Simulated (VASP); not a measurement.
Here is a VASP 6.6.1 calculation.

INCAR

```
SYSTEM = W
  PREC = Accurate
  ENCUT = 520
  EDIFF = 1E-7
  ISMEAR = 0
  SIGMA = 0.1
  LREAL = .False.
  LASPH = .True.
  NELM = 60
  ALGO = Normal
  ISIF = 3
  LWAVE = .False.
  LCHARG = .False.
  METAGGA = R2SCAN
  LMIXTAU = .True.
  IBRION = 2
  NSW = 80
  EDIFFG = -0.002
```

KPOINTS

```
regular mesh
0
Gamma
  18 18 18
  0 0 0
```

The input POSCAR:

```
W
1.0
   -1.5823450000      1.5823450000      1.5823450000
    1.5823450000     -1.5823450000      1.5823450000
    1.5823450000      1.5823450000     -1.5823450000
W
1
Direct
    0.0000000000      0.0000000000      0.0000000000
```

Potentials or basis: VASP PAW PBE potentials, release 64 (W_sv).

Launch:

```console
$ cat potpaw_PBE.64/W_sv/POTCAR > POTCAR
$ mpirun -np 1 vasp_std > vasp.out
```

Task: Estimate the relaxed volume.

Result: 15.97 Å³/atom.

Task: What does it give for the space group after relaxing (to 0.05 Å)?

Result: Im-3m (No. 229).

Task: Estimate the band gap on the k mesh.

Result: None (metal or under the smearing width).

Task: Predict the relaxed cell.

Result: a = 2.748 Å, b = 2.748 Å, c = 2.748 Å, α = 109.47°, β = 109.47°, γ = 109.47°.

Step by step:
| step | energy change (eV) | largest force (eV/Å) | pressure (GPa) | volume (Å³) |
| --- | --- | --- | --- | --- |
| 1 | 0.0000 | 0.0000 | 2.38 | 15.85 |
| 2 | 0.0101 | 0.0000 | -7.94 | 16.39 |
| 3 | -0.0009 | 0.0000 | -0.01 | 15.97 |

Caveat: the PAW data sets were made with another functional, which shifts forces and pressure a little. Spin-orbit coupling is left out, which matters for the levels of W.
